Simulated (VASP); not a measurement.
Input:

```xyz
4
Lattice="3.7811 0.0000 0.0000 -1.8906 3.2745 0.0000 0.0000 0.0000 6.3995" Properties=species:S:1:pos:R:3 pbc="T T T"
Ge     0.0000     2.1830     0.0289
Ge     1.8906     1.0915     3.2287
Sn     0.0000     2.1830     2.3709
Sn     1.8906     1.0915     5.5707
```

All values below come from PBEsol GGA, VASP's PBE PAW potentials (set 64) (plane waves; VASP). Numerical set-up: 500 eV cut-off, 9×9×5 Γ-centred mesh, first-order Methfessel-Paxton smearing of 0.10 eV, potentials Ge_d Sn_d.

Unless said otherwise, spin-orbit coupling is left out, though it shifts the bands of the heavy elements here.

Problem. Estimate the energy per atom (σ→0), pressure, band gap (on the k-mesh) with the smallest direct gap where there is one.

Solution. 
| Item | Value |
|---|---|
| band gap (on the k-mesh) | none (metal, semimetal or under 0.01 eV) |
| energy per atom (σ→0) | -3.665 eV/atom |
| pressure | 44.95 GPa |

Only differences to runs with the same potentials and settings are physical.

The structure was generated: GeSn was put into the wurtzite type (P6_3mc), which need not be its known phase. It was relaxed first under an external pressure of 45 GPa.
